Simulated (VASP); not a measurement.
An input for Quantum ESPRESSO's pw.x (written as the equivalent of a VASP run, and not itself run):

```
&CONTROL
  calculation = 'scf'
  pseudo_dir = './pseudo'
  outdir = './out'
  tprnfor = .true.
  tstress = .true.
/
&SYSTEM
  ibrav = 0
  nat = 2
  ntyp = 1
  ecutwfc = 84
  occupations = 'smearing'
  smearing = 'methfessel-paxton'
  degauss = 0.00735
  input_dft = 'pbe'
/
&ELECTRONS
  conv_thr = 7.3e-08
  electron_maxstep = 100
/
ATOMIC_SPECIES
  Tc 97.907 Tc.upf
CELL_PARAMETERS angstrom
     1.3700000   -2.3729100    0.0000000
     1.3700000    2.3729100    0.0000000
     0.0000000    0.0000000    4.3900000
ATOMIC_POSITIONS crystal
  Tc   0.3333330  0.6666670  0.2500000
  Tc   0.6666670  0.3333330  0.7500000
K_POINTS automatic
  12 12 6 0 0 0
```

Problem. Write the VASP files for the same calculation (PBE).

Solution. One answer among several that fit: 
### KPOINTS
```
K-points
0
gamma
 12 12 6
0 0 0
```

**INCAR**
```
ALGO=Normal
EDIFF=1E-6   ! SCF stop (eV)
LCHARG=.FALSE.
PREC=Accurate
LMAXMIX=4
SIGMA=0.1   ! width (eV)
LWAVE=.FALSE.
SYSTEM=Tc
ISIF=2
LASPH=.TRUE.   ! aspherical one-centre terms
GGA=PE
NELM=100   ! most electronic steps
ISMEAR=1   ! Methfessel-Paxton
ENCUT=400   ! plane-wave cut-off (eV)
LREAL=.FALSE.   ! projection in real space or not
```

**POSCAR**
```
Tc
1.0
  1.3700000000  -2.3729100000   0.0000000000
  1.3700000000   2.3729100000   0.0000000000
  0.0000000000   0.0000000000   4.3900000000
Tc
2
Cartesian
  1.3700000000   0.7909715819   1.0975000000
  1.3700000000  -0.7909715819   3.2925000000
```

POTCAR, in this order: Tc_pv (PBE.64 set). Program: vasp_std.

What does not carry over: the potentials are each code's own (VASP's PAW set, PseudoDojo norm-conserving files in pw.x), so ENCUT and ecutwfc are chosen apart and not converted; conv_thr bounds pw.x's estimated SCF error, while EDIFF bounds the energy change between steps.

The compound is Tc in the hcp structure. The cell was not relaxed at this level.
